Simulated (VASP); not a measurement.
Method: HSE06 screened hybrid, VASP's PBE PAW potentials (set 64) (plane waves; VASP).

VASP ran on this input.

KPOINTS:
```
kpoints
0
gamma
1 1 1
```

### INCAR
```
LASPH = T
LMAXMIX = 4
HFSCREEN = 0.2   ! 1/Angstrom
LCHARG = F
GGA = PE   ! PBE
ISYM = 0
LREAL = Auto   ! projection in real space or not
LHFCALC = T
PRECFOCK = Fast
EDIFF = 1E-5
ISIF = 0
SYSTEM = Ga33As31
NUPDOWN = 1
ALGO = Normal   ! blocked Davidson
ISPIN = 2   ! spin-polarised
ISMEAR = 0   ! Gaussian
LORBIT = 10
MAGMOM = 64*0.0156
LWAVE = F
PREC = Normal
SIGMA = 0.05
NELM = 50   ! most electronic steps
ENCUT = 400   ! plane-wave cut-off (eV)
AEXX = 0.25
NELMIN = 4
NELECT = 255.0
```

**POSCAR**
```
Ga33As31
1
   11.5222104212     0.0000000000     0.0000000000
    0.0000000000    11.5222104212     0.0000000000
    0.0000000000     0.0000000000    11.5222104212
Ga As
33 31
Direct
  0.4988032059   0.9994075410   0.0008367364
  0.7500477016   0.2517711841   0.0005361782
  0.7485949658   0.9993525852   0.2495440470
  0.0006390912   0.9989997779   0.0002483142
  0.2501986677   0.2476609769   0.0007421980
  0.5014565310   0.4999841973   0.0012097032
  0.7515714510   0.7501800127   0.0000964166
  0.2498081838   0.9989078351   0.2491528405
  0.4993319288   0.2461177544   0.2523197341
  0.6205837547   0.3847165774   0.3686311402
  0.7537167032   0.4956659039   0.2505549415
  0.4991701651   0.9986088127   0.4989079070
  0.7540129759   0.2439515716   0.5055953608
  0.7522930832   0.9992915245   0.7504632861
  0.0019412362   0.5010426079   0.9985872080
  0.2505265002   0.7495172983   0.0008330480
  0.0005916431   0.2523354617   0.2488930078
  0.2510048758   0.5001152926   0.2511718003
  0.5015856764   0.7482257478   0.2509396485
  0.9995933666   0.9995165881   0.5028388966
  0.2488553659   0.2510027525   0.5004688558
  0.4988565064   0.4946907367   0.5041048867
  0.7492638388   0.7484255015   0.4983822287
  0.2497850146   0.9987853747   0.7511335781
  0.4986739170   0.2516953691   0.7517092956
  0.7481998250   0.5012316789   0.7503814554
  0.0013854536   0.7508897536   0.2492417086
  0.0001926692   0.5014078094   0.4977304626
  0.2501403275   0.7493828015   0.5022354748
  0.9996489517   0.2470694168   0.7503289514
  0.2485150380   0.5011112199   0.7520388663
  0.4988599786   0.7495118286   0.7507772749
  0.0003200601   0.7496446081   0.7507191745
  0.6252816032   0.1249445297   0.1242110845
  0.8786479803   0.3762002912   0.1211441836
  0.8747394749   0.1258310839   0.3731077178
  0.1247519443   0.1247781440   0.1252638039
  0.3751970829   0.3752588610   0.1252252667
  0.6263432163   0.6256888751   0.1244705481
  0.8753034274   0.8756438713   0.1249145111
  0.3726770931   0.1238314843   0.3759875425
  0.8769813767   0.6273479089   0.3733200634
  0.6224670449   0.1251038322   0.6255268887
  0.8743955007   0.3770953162   0.6242175541
  0.8745119989   0.1251323342   0.8756079925
  0.1258437307   0.6253644511   0.1249935371
  0.3755411126   0.8741366043   0.1257522174
  0.1250818952   0.3754993887   0.3748524613
  0.3751340473   0.6252086099   0.3759014127
  0.6249617368   0.8748523656   0.3749362811
  0.1248934488   0.1248406593   0.6251625115
  0.3709196555   0.3751199623   0.6287887245
  0.6242472443   0.6259556895   0.6254993857
  0.8742237483   0.8741368826   0.6245875366
  0.3748987628   0.1246003600   0.8752967998
  0.6250116482   0.3754566806   0.8752099116
  0.8752273721   0.6254929886   0.8745872092
  0.1249030597   0.8761880844   0.3751838788
  0.1244286965   0.6251983310   0.6252922193
  0.3748555058   0.8751074623   0.6255140395
  0.1247144599   0.3751570199   0.8744990949
  0.3750673334   0.6250430867   0.8759677185
  0.6246827812   0.8760406806   0.8745886362
  0.1251123638   0.8746750578   0.8753166413
```

POTCAR, in this order: Ga As (PBE.64 set). Program: vasp_gam. Read from the step before: WAVECAR.

What VASP printed:

### OSZICAR
```
       N       E                     dE             d eps       ncg     rms          rms(c)
DAV:   1    -0.304503615507E+03   -0.30450E+03   -0.24183E+01   640   0.127E+01    0.131E+01
DAV:   2    -0.305046675564E+03   -0.54306E+00   -0.12299E+00   704   0.167E+00    0.861E+00
DAV:   3    -0.304968883013E+03    0.77793E-01   -0.30050E-01   696   0.896E-01    0.518E+00
DAV:   4    -0.304946698654E+03    0.22184E-01   -0.87497E-02   712   0.475E-01    0.291E+00
DAV:   5    -0.304937120794E+03    0.95779E-02   -0.12890E-02   696   0.191E-01    0.167E+00
DAV:   6    -0.304933176987E+03    0.39438E-02   -0.32885E-03   704   0.102E-01    0.929E-01
DAV:   7    -0.304931860561E+03    0.13164E-02   -0.10396E-03   696   0.574E-02    0.508E-01
DAV:   8    -0.304931444051E+03    0.41651E-03   -0.28615E-04   704   0.322E-02    0.275E-01
DAV:   9    -0.304931318349E+03    0.12570E-03   -0.99560E-05   720   0.209E-02    0.147E-01
DAV:  10    -0.304931287908E+03    0.30441E-04   -0.41680E-05   624   0.140E-02    0.780E-02
DAV:  11    -0.304931285365E+03    0.25432E-05   -0.17909E-05   432   0.933E-03
   1 F= -.30493129E+03 E0= -.30493129E+03  d E =-.388113E-11  mag=     1.0000
```

### OUTCAR
```
------------------------ aborting loop because EDIFF is reached ----------------------------------------
  volume of cell :     1529.70
      direct lattice vectors                 reciprocal lattice vectors
    11.522210421  0.000000000  0.000000000     0.086788903  0.000000000  0.000000000
     0.000000000 11.522210421  0.000000000     0.000000000  0.086788903  0.000000000
     0.000000000  0.000000000 11.522210421     0.000000000  0.000000000  0.086788903
  FREE ENERGIE OF THE ION-ELECTRON SYSTEM (eV)
  ---------------------------------------------------
  free  energy   TOTEN  =      -304.9312853652 eV

  energy  without entropy=     -304.9312853652  energy(sigma->0) =     -304.93128537

  exchange ACFDT corr.  =         0.00000000  see jH, gK, PRB 81, 115126

 total charge

# of ion       s       p       d       tot
------------------------------------------
    1        1.087   1.194   0.138   2.419
    2        1.083   1.187   0.138   2.407
    3        1.083   1.189   0.138   2.410
    4        1.085   1.192   0.138   2.415
    5        1.088   1.183   0.136   2.407
    6        1.083   1.188   0.137   2.409
    7        1.087   1.190   0.137   2.414
    8        1.087   1.199   0.139   2.426
    9        1.139   1.187   0.115   2.441
   10        1.161   1.269   0.064   2.494
   11        1.145   1.197   0.115   2.458
   12        1.083   1.189   0.138   2.409
   13        1.126   1.134   0.117   2.377
   14        1.089   1.182   0.136   2.407
   15        1.088   1.210   0.142   2.439
   16        1.085   1.197   0.139   2.421
   17        1.083   1.188   0.138   2.409
   18        1.083   1.189   0.137   2.409
   19        1.083   1.188   0.138   2.409
   20        1.089   1.180   0.135   2.405
   21        1.083   1.188   0.138   2.409
   22        1.143   1.192   0.115   2.450
   23        1.083   1.185   0.138   2.405
   24        1.085   1.190   0.138   2.413
   25        1.083   1.189   0.138   2.410
   26        1.083   1.189   0.138   2.410
   27        1.087   1.202   0.140   2.429
   28        1.083   1.188   0.138   2.409
   29        1.088   1.187   0.136   2.410
   30        1.089   1.178   0.135   2.402
   31        1.088   1.210   0.142   2.439
   32        1.086   1.195   0.138   2.420
   33        1.085   1.194   0.138   2.418
   34        1.211   1.629   0.026   2.866
   35        1.209   1.641   0.027   2.877
   36        1.214   1.617   0.025   2.856
   37        1.210   1.632   0.026   2.868
   38        1.215   1.614   0.026   2.854
   39        1.214   1.619   0.026   2.859
   40        1.210   1.633   0.026   2.869
   41        1.210   1.633   0.026   2.869
   42        1.210   1.634   0.026   2.871
   43        1.213   1.619   0.026   2.858
   44        1.214   1.615   0.025   2.854
   45        1.211   1.631   0.026   2.868
   46        1.210   1.631   0.026   2.867
   47        1.210   1.630   0.026   2.866
   48        1.209   1.636   0.026   2.871
   49        1.214   1.617   0.026   2.857
   50        1.209   1.636   0.026   2.871
   51        1.210   1.633   0.026   2.869
   52        1.209   1.640   0.027   2.876
   53        1.211   1.629   0.026   2.866
   54        1.211   1.630   0.026   2.867
   55        1.210   1.633   0.026   2.869
   56        1.209   1.635   0.026   2.870
   57        1.210   1.633   0.026   2.869
   58        1.213   1.625   0.026   2.863
   59        1.210   1.633   0.026   2.869
   60        1.210   1.633   0.026   2.869
   61        1.212   1.628   0.026   2.866
   62        1.210   1.631   0.026   2.867
   63        1.213   1.624   0.025   2.862
   64        1.210   1.634   0.026   2.869
--------------------------------------------------
tot         73.646  89.826   5.189 168.661

 magnetization (x)

# of ion       s       p       d       tot
------------------------------------------
    1       -0.000  -0.000   0.000  -0.000
    2        0.000   0.000   0.000   0.000
    3       -0.001  -0.001   0.000  -0.001
    4       -0.000   0.001   0.000   0.001
    5       -0.001   0.005   0.002   0.006
    6       -0.001  -0.002   0.001  -0.002
    7       -0.000   0.004   0.001   0.005
    8       -0.000  -0.000   0.000  -0.000
    9        0.001   0.014   0.004   0.019
   10        0.004   0.170   0.008   0.183
   11       -0.001   0.004   0.004   0.006
   12       -0.000  -0.001   0.000  -0.001
   13        0.039   0.162   0.008   0.209
   14        0.001   0.011   0.002   0.014
   15       -0.000  -0.001   0.000  -0.001
   16       -0.000   0.000   0.000   0.000
   17       -0.000  -0.001   0.000  -0.001
   18       -0.001  -0.002   0.001  -0.002
   19       -0.001  -0.002   0.001  -0.002
   20        0.001   0.011   0.002   0.014
   21        0.000   0.000  -0.000   0.000
...
```
(Selected blocks of OUTCAR.)

The cell is charged, with a uniform compensating background. The supercell is sampled at Γ alone, which is coarse: total energies, pressure and levels can be off, energies of defects by several tenths of an eV.

The cell is a supercell with a defect, built from GaAs (zinc blende): Ga_As, charge -1. The cell's shape comes from a PBE relaxation.
